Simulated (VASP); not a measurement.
# GaGe (F-43m) in VASP: notebook

The runs below take GaGe through single point, with r2SCAN.

All numbers are computed with VASP 6.6.1; they aren't measurements. Logs are shortened: lines on timing, memory, paths and dates and some standing lists are left out, and cuts for length are marked.

### 1 The structure

Symmetry: F-43m, No. 216, cubic system. The conventional cell has a = 5.796 Å, b = 5.796 Å, c = 5.796 Å, α = 90.00°, β = 90.00°, γ = 90.00°. Ge (site symmetry -43m) has 4 Ga at 2.51 Å as nearest neighbours. Ga (site symmetry -43m) has 4 Ge at 2.51 Å as nearest neighbours.

The cell comes from a database or a generator and needn't be the stable form of this composition.

### 2 Single point, r2SCAN

Input file INCAR:

```
SYSTEM = GaGe
PREC = Accurate ; ENCUT = 550
EDIFF = 1E-6 ; ISMEAR = -1
SIGMA = 0.1 ; LREAL = Auto
LASPH = .True. ; NELM = 100
ALGO = Normal ; ISIF = 2
LWAVE = .False. ; LCHARG = .False.
METAGGA = R2SCAN ; LMIXTAU = .True.
NBANDS = 10 ; ADDGRID = .False.
```

Input file KPOINTS:

```
regular mesh
0
Gamma
  17 17 17
  0 0 0
```

Input file POSCAR:

```
GaGe
1.0
    0.0000000000      2.8978440000      2.8978440000
    2.8978440000      0.0000000000      2.8978440000
    2.8978440000      2.8978440000      0.0000000000
Ge Ga
1 1
Direct
    0.0000000000      0.0000000000      0.0000000000
    0.2500000000      0.2500000000      0.2500000000
```

Potentials or basis: VASP PAW PBE potentials, release 64 (Ge, Ga).

On the command line:

```
$ cat potpaw_PBE.64/Ge/POTCAR potpaw_PBE.64/Ga/POTCAR > POTCAR
$ mpirun -np 1 vasp_std > vasp.out
```

OUTCAR:

```text
SYSTEM = GaGe
   PREC = Accurate
   ENCUT = 550
   EDIFF = 1E-6
   ISMEAR = -1
   LREAL = Auto
   LASPH = .True.
   NELM = 100
   ISIF = 2
   METAGGA = R2SCAN

 Found    165 irreducible k-points:

 Following reciprocal coordinates:
            Coordinates               Weight
  0.000000  0.000000  0.000000      1.000000
  0.058824  0.000000  0.000000      8.000000
  0.117647  0.000000  0.000000      8.000000
  0.176471  0.000000  0.000000      8.000000
  0.235294  0.000000  0.000000      8.000000
  0.294118  0.000000  0.000000      8.000000
   k-points           NKPTS =    165   k-points in BZ     NKDIM =    165   number of bands    NBANDS=     10
   number of dos      NEDOS =    301   number of ions     NIONS =      2
   total plane-waves  NPLWV =  32768
   dimension x,y,z NGX =    32 NGY =   32 NGZ =   32
   dimension x,y,z NGXF=    64 NGYF=   64 NGZF=   64
   ions per type =               1   1
   NGX,Y,Z   is equivalent  to a cutoff of  12.98, 12.98, 12.98 a.u.
   NGXF,Y,Z  is equivalent  to a cutoff of  25.96, 25.96, 25.96 a.u.
 SYSTEM =  GaGe
   PREC   = accura    normal or accurate (medium, high low for compatibility)
   ISTART =      0    job   : 0-new  1-cont  2-samecut
   ICHARG =      2    charge: 1-file 2-atom 10-const
   ISPIN  =      1    spin polarized calculation?
   LNONCOLLINEAR =      F non collinear calculations
   LSORBIT =      F    spin-orbit coupling
   LASPH  =      T    aspherical Exc in radial PAW
   ENCUT  =  550.0 eV  40.42 Ry    6.36 a.u.   7.84  7.84  7.84*2*pi/ulx,y,z
   NELM   =    100;   NELMIN=  2; NELMDL= -5     # of ELM steps
   EDIFF  = 0.1E-05   stopping-criterion for ELM
   LREAL  =      T    real-space projection
   EDIFFG = 0.1E-04   stopping-criterion for IOM
   NSW    =      0    number of steps for IOM
   IBRION =     -1    ionic relax: 0-MD 1-quasi-New 2-CG
   NFREE  =      0    steps in history (QN), initial steepest desc. (CG)
   ISIF   =      2    stress and relaxation
   ISYM   =      2    0-nonsym 1-usesym 2-fastsym
   POTIM  = 0.5000    time-step for ionic-motion
   TEBEG  =    0.0;   TEEND  =   0.0 temperature during run
   PSTRESS=    0.0 pullay stress
   NELECT =       7.0000    total number of electrons
   NUPDOWN=      -1.0000    fix difference up-down
   EMIN   =  10.00;   EMAX   =-10.00  energy-range for DOS
   EFERMI =   0.00;   METHOD = LEGACY
   ISMEAR =    -1;   SIGMA  =   0.10  broadening in eV -4-tet -1-fermi 0-gaus
   EFERMI_NEDOS =   21; number of points for ismear=-14 and -15
   IALGO  =     38    algorithm
   IMIX   =      4    mixing-type and parameters
     AMIX     =   0.40;   BMIX     =  1.00
     AMIX_MAG =   1.60;   BMIX_MAG =  1.00
  volume/ion in A,a.u.               =      24.33       164.22
  Fermi-wavevector in a.u.,A,eV,Ry     =   0.857740  1.620894 10.010058  0.735719
  Thomas-Fermi vector in A             =   1.974840
   LORBIT       =      0    0 simple, 1 ext, 2 COOP (PROOUT), +10 PAW based schemes
   METAGGA = R2SCAN    functional components
   LHFCALC =     F    Hartree Fock is set to
   AEXX    =    0.0000 exact exchange contribution
   IVDW    =     0    specifies the selected vdW correction
   LEPSILON=     F    determine dielectric tensor
   LRPA    =     F    only Hartree local field effects (RPA)
 non-spin polarized calculation
  energy-cutoff  :      550.00
  volume of cell :       48.67
 maximum number of plane-waves:      1438
   NGX = 15   NGY = 15   NGZ = 15

 number of electron       7.0000000 magnetization

 Free energy of the ion-electron system (eV)
  ---------------------------------------------------
  ext. energy  EPLUGINS =         0.00000000
  ---------------------------------------------------
  free energy    TOTEN  =       -24.93730278 eV

  energy without entropy =      -24.89895586  energy(sigma->0) =      -24.91812932

 E-fermi :   1.1356     XC(G=0):  -9.1497

 val. band max:        1.1334939896   @ k =  -0.4706   0.0588   0.0000
 cond. band min:       1.1410018009   @ k =  -0.2941   0.2353   0.0588
 fundamental gap:      0.0075078113
 Fermi energy:         1.1355831467

 k-point     1 :       0.0000    0.0000    0.0000
  band No.  band energies     occupation
      1      -9.8045      2.00000
      2       2.9139      0.00000
      3       2.9139      0.00000
      4       2.9139      0.00000
      5       3.7672      0.00000
      6       5.7992      0.00000
      7       5.7992      0.00000
      8       5.7992      0.00000
      9       9.6037      0.00000
     10      12.2575      0.00000

 k-point     2 :       0.0588    0.0000    0.0000
  band No.  band energies     occupation
      1      -9.7628      2.00000
      2       2.1406      0.00009
      3       2.8329      0.00000
      4       2.8329      0.00000
      5       4.2597      0.00000
      6       5.9094      0.00000
      7       5.9094      0.00000
      8       5.9677      0.00000
      9       9.8428      0.00000
     10      11.9291      0.00000

 k-point     3 :       0.1176    0.0000    0.0000
  band No.  band energies     occupation
      1      -9.6385      2.00000
      2       0.9985      1.59502
      3       2.6294      0.00000
      4       2.6294      0.00000
      5       4.4750      0.00000
      6       6.1858      0.00000
      7       6.1858      0.00000
      8       6.6147      0.00000
      9      10.4535      0.00000
     10      11.4484      0.00000

 k-point     4 :       0.1765    0.0000    0.0000
  band No.  band energies     occupation
      1      -9.4345      2.00000
      2      -0.1571      2.00000
      3       2.3754      0.00001
      4       2.3754      0.00001
      5       4.3502      0.00000
      6       6.5116      0.00000
      7       6.5116      0.00000
      8       7.5616      0.00000
      9      11.0393      0.00000
     10      11.1432      0.00000

 k-point     5 :       0.2353    0.0000    0.0000
  band No.  band energies     occupation
      1      -9.1567      2.00000
      2      -1.2642      2.00000
      3       2.1236      0.00010
      4       2.1236      0.00010
      5       4.1433      0.00000
      6       6.7705      0.00000
      7       6.7705      0.00000
      8       8.5836      0.00000
      9      11.0594      0.00000
     10      11.1310      0.00000

 k-point     6 :       0.2941    0.0000    0.0000
  band No.  band energies     occupation
      1      -8.8172      2.00000
      2      -2.2857      2.00000
      3       1.9033      0.00093
      4       1.9034      0.00093
      5       3.9451      0.00000
      6       6.8973      0.00000
      7       6.8973      0.00000
      8       9.5791      0.00000
      9      10.8643      0.00000
     10      11.4620      0.00000

 [... further k-points ...]

------------------------ aborting loop because EDIFF is reached ----------------------------------------

  FORCE on cell =-STRESS in cart. coord.  units (eV):
  Direction    XX          YY          ZZ          XY          YZ          ZX
  --------------------------------------------------------------------------------------
  -------------------------------------------------------------------------------------
  Total       -0.6297018     -0.6297018     -0.6297018      0.0000000     -0.0000000      0.0000000
  in kB      -20.7295802    -20.7295802    -20.7295802      0.0000000     -0.0000000      0.0000000
  external PRESSURE =     -20.7295802 kB  Pullay stress =       0.0000000 kB

 VOLUME and BASIS-vectors are now :
 -----------------------------------------------------------------------------
  energy-cutoff  :      550.00
  volume of cell :       48.67
      direct lattice vectors                 reciprocal lattice vectors
     0.000000000  2.897844000  2.897844000    -0.172542069  0.172542069  0.172542069
     2.897844000  0.000000000  2.897844000     0.172542069 -0.172542069  0.172542069
     2.897844000  2.897844000  0.000000000     0.172542069  0.172542069 -0.172542069

 POSITION                                       TOTAL-FORCE (eV/Angst)
 -----------------------------------------------------------------------------------
      0.00000      0.00000      0.00000         0.000000      0.000000      0.000000
      1.44892      1.44892      1.44892        -0.000000     -0.000000     -0.000000
 -----------------------------------------------------------------------------------
    total drift:                                0.000000      0.000000      0.000000

  FREE ENERGIE OF THE ION-ELECTRON SYSTEM (eV)
  ---------------------------------------------------
  free  energy   TOTEN  =       -24.9373027847 eV

  energy  without entropy=      -24.8989558588  energy(sigma->0) =      -24.91812932
```

Wall time 3.1 min (1 thread of Intel Xeon Platinum 8488C (Sapphire Rapids), shared host); peak memory 0.21 GiB.

These settings aren't checked as converged: the numbers below hold their error.

Results:

- Free energy: -24.9373 eV
- Pressure: -2.1 GPa
- Band gap on the k mesh: none (metal or under the smearing width)

Caveat: the PAW data sets were made with another functional, which shifts forces and pressure a little.

### 3 Single point, r2SCAN

Edit INCAR of step 2 so:

```diff
@@ -2,4 +2,4 @@
 PREC = Accurate ; ENCUT = 550
-EDIFF = 1E-6 ; ISMEAR = -1
-SIGMA = 0.1 ; LREAL = Auto
+EDIFF = 1E-4 ; ISMEAR = -1
+SIGMA = 0.1 ; LREAL = .False.
 LASPH = .True. ; NELM = 100
```

KPOINTS is that of step 2.

POSCAR is that of step 2.

Potentials or basis: VASP PAW PBE potentials, release 64 (Ge, Ga).

On the command line:

```
$ cat potpaw_PBE.64/Ge/POTCAR potpaw_PBE.64/Ga/POTCAR > POTCAR
$ mpirun -np 1 vasp_std > vasp.out
```

Run time: 2.1 min. Hardware: 1 thread of Intel Xeon Platinum 8488C (Sapphire Rapids), shared host; peak memory 0.26 GiB.

These settings aren't checked as converged: the numbers below hold their error.

Results:

```
Free energy            : -24.9363 eV
Pressure               : -2.1 GPa
Band gap on the k mesh : none (metal or under the smearing width)
```

Caveat: the PAW data sets were made with another functional, which shifts forces and pressure a little.

### 4 Single point, r2SCAN

Edit INCAR of step 3 so:

```diff
@@ -1,4 +1,4 @@
 SYSTEM = GaGe
-PREC = Accurate ; ENCUT = 550
-EDIFF = 1E-4 ; ISMEAR = -1
+PREC = Accurate ; ENCUT = 450
+EDIFF = 1E-6 ; ISMEAR = -1
 SIGMA = 0.1 ; LREAL = .False.
```

Input file KPOINTS:

```
regular mesh
0
Gamma
  19 19 19
  0 0 0
```

POSCAR is that of step 3.

On the command line:

```
$ cat potpaw_PBE.64/Ge/POTCAR potpaw_PBE.64/Ga/POTCAR > POTCAR
$ mpirun -np 1 vasp_std > vasp.out
```

It took 3.3 min on 1 thread of Intel Xeon Platinum 8488C (Sapphire Rapids), shared host; peak memory 0.24 GiB.

These settings aren't checked as converged: the numbers below hold their error.

What came out:

```
Free energy            : -24.9359 eV
Pressure               : -2.1 GPa
Band gap on the k mesh : none (metal or under the smearing width)
```

Caveat: the PAW data sets were made with another functional, which shifts forces and pressure a little.

### 5 Single point, r2SCAN

Edit INCAR of step 4 so:

```diff
@@ -1,3 +1,3 @@
 SYSTEM = GaGe
-PREC = Accurate ; ENCUT = 450
+PREC = Accurate ; ENCUT = 550
 EDIFF = 1E-6 ; ISMEAR = -1
```

KPOINTS is that of step 4.

POSCAR is that of step 4.

On the command line:

```
$ cat potpaw_PBE.64/Ge/POTCAR potpaw_PBE.64/Ga/POTCAR > POTCAR
$ mpirun -np 1 vasp_std > vasp.out
```

Wall time 3.2 min (1 thread of Intel Xeon Platinum 8488C (Sapphire Rapids), shared host); peak memory 0.29 GiB.

The run converged, but some of its settings lie outside the range that counts as converged, so its numbers aren't taken as properties of the crystal.

Results:

```
Free energy            : -24.9364 eV
Pressure               : -2.1 GPa
Band gap on the k mesh : none (metal or under the smearing width)
```

Caveat: the PAW data sets were made with another functional, which shifts forces and pressure a little.
